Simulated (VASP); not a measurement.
Input:

```
BaTi2As2O
1.0
    4.06497     0.00000     0.00000
    0.00000     4.06497     0.00000
    0.00000     0.00000     7.36739
Ba Ti As O
1 2 2 1
Direct
  0.50000   0.50000   0.50000
  0.00000   0.50000   0.00000
  0.50000   0.00000   0.00000
  0.00000   0.00000   0.24300
  0.00000   0.00000   0.75700
  0.50000   0.50000   0.00000
```

Method: LDA (Ceperley-Alder, Perdew-Zunger), VASP's LDA PAW potentials (set 64) (plane waves; VASP 6.6.1). Settings: 400 eV cut-off, 6×6×3 Γ-centred mesh, Fermi-Dirac smearing of 0.10 eV, potentials Ba_sv Ti_sv As O.

At this cut-off the stress carries a Pulay error, which pulls relaxed volumes low. Energy and stress use the plane-wave basis of the starting cell.

**Question.** The ions, cell shape and volume are relaxed. Give the cell that the relaxation ends in.

**Answer.** 
```
BaTi2As2O
1.0
    3.97363     0.00000     0.00000
    0.00000     3.97363     0.00000
    0.00000     0.00000     7.12892
Ba Ti As O
1 2 2 1
Direct
  0.50000   0.50000   0.50000
  0.00000   0.50000   0.00000
  0.50000   0.00000   0.00000
  0.00000   0.00000   0.24496
  0.00000   0.00000   0.75504
  0.50000   0.50000   0.00000
```
Space group P4/mmm (123), at a tolerance of 0.03 Å.

**Question.** How do energy and volume change from the first to the last step?

**Answer.** The energy (σ→0) changes by -36.5 meV/atom and the volume by -7.5 %, in 12 ionic steps.

The structure comes from a computed database's BaTi2As2O entry (P4/mmm); how it stands against other phases isn't given here. This run relaxes it. Symmetry was kept, so distortions that lower it aren't found. The run is one of a series of settings (EDIFFG = -0.01, IBRION = 2, ISIF = 3, NSW = 50 against the base run), some of them coarse on purpose.
